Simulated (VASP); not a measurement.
Input:

```
CELL_PARAMETERS angstrom
      0.00000     2.98545     2.98545
      2.98545     0.00000     2.98545
      2.98545     2.98545     0.00000
ATOMIC_POSITIONS crystal
  Li 0.25000 0.25000 0.25000
  Li 0.75000 0.75000 0.75000
  Se 0.00000 0.00000 0.00000
```

Method: r2SCAN meta-GGA, VASP's PBE PAW potentials (set 64) (plane waves; VASP). Run with 600 eV cut-off, 6×6×6 Γ-centred mesh, Gaussian smearing of 0.050 eV, potentials Li_sv Se.

Energy and stress use the plane-wave basis of the starting cell.

**Question.** The ions, cell shape and volume at an external pressure of 30.0 GPa are relaxed. Give the cell that the relaxation ends in.

**Answer.** 
```
CELL_PARAMETERS angstrom
      0.00000     2.62822     2.62822
      2.62822     0.00000     2.62822
      2.62822     2.62822     0.00000
ATOMIC_POSITIONS crystal
  Li 0.25000 0.25000 0.25000
  Li 0.75000 0.75000 0.75000
  Se 0.00000 0.00000 0.00000
```
Space group Fm-3m (225), at a tolerance of 0.03 Å.

**Question.** How do energy and volume change from the first to the last step?

**Answer.** The energy (σ→0) changes by +381.0 meV/atom and the volume by -31.8 %, in 16 ionic steps.

| step | E(σ→0) (eV) | max force (eV/Å) | pressure (GPa) | volume (Å³) |
|---|---|---|---|---|
| 1 | -23.4393 | 0.000 | 0.02 | 53.22 |
| 2 | -21.0867 | 0.000 | 54.25 | 31.53 |
| 3 | -22.2872 | 0.000 | 30.19 | 36.26 |
| 4 | -22.3423 | 0.000 | 29.02 | 36.56 |
| 5 | -22.3408 | 0.000 | 29.05 | 36.55 |
| 6 | -22.3362 | 0.000 | 29.15 | 36.52 |
| 7 | -22.3361 | 0.000 | 29.15 | 36.52 |
| 8 | -22.3360 | 0.000 | 29.16 | 36.52 |
| 9 | -22.3356 | 0.000 | 29.16 | 36.52 |
| 10 | -22.3348 | 0.000 | 29.18 | 36.52 |
| 11 | -22.3333 | 0.000 | 29.21 | 36.51 |
| 12 | -22.3303 | 0.000 | 29.28 | 36.49 |
| 13 | -22.3242 | 0.000 | 29.41 | 36.46 |
| 14 | -22.3120 | 0.000 | 29.67 | 36.39 |
| 15 | -22.2872 | 0.000 | 30.19 | 36.26 |
| 16 | -22.2964 | 0.000 | 30.00 | 36.31 |

The compound is Li2Se in the antifluorite structure. This run relaxes it under an external pressure of 30 GPa. Symmetry was kept, so distortions that lower it aren't found.
